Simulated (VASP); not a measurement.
Here is the system:

```
Li2O
1.0
    0.00000     2.29997     2.29997
    2.29997     0.00000     2.29997
    2.29997     2.29997     0.00000
Li O
2 1
Direct
  0.25000   0.25000   0.25000
  0.75000   0.75000   0.75000
  0.00000   0.00000   0.00000
```

Computed with TPSS meta-GGA, VASP's PBE PAW potentials (set 64) (plane waves; VASP 6.6.1). Settings: 520 eV cut-off, 9×9×9 Γ-centred mesh, tetrahedra with Blöchl corrections, potentials Li_sv O.

Give the energies of bands 4 to 7 at the high-symmetry points, in eV from the valence-band maximum.

```json
[
 {"band": "4", "Γ": "0.00", "X": "-1.64", "U": "-2.06", "L": "-2.85", "W": "-1.86"},
 {"band": "5", "Γ": "0.00", "X": "-1.40", "U": "-1.55", "L": "-0.45", "W": "-1.52"},
 {"band": "6", "Γ": "0.00", "X": "-1.40", "U": "-1.10", "L": "-0.45", "W": "-1.52"},
 {"band": "7", "Γ": "5.37", "X": "5.00", "U": "6.61", "L": "9.34", "W": "7.21"}
]
```

The gap is indirect, 5.00 eV, from the valence maximum at Γ to the conduction minimum at X.

Measured: gap 8.00 eV (computed value off by -3.00 eV), as given by Das et al., (2018), arXiv:1807.05623.

The compound is Li2O in the antifluorite structure. It was relaxed first.
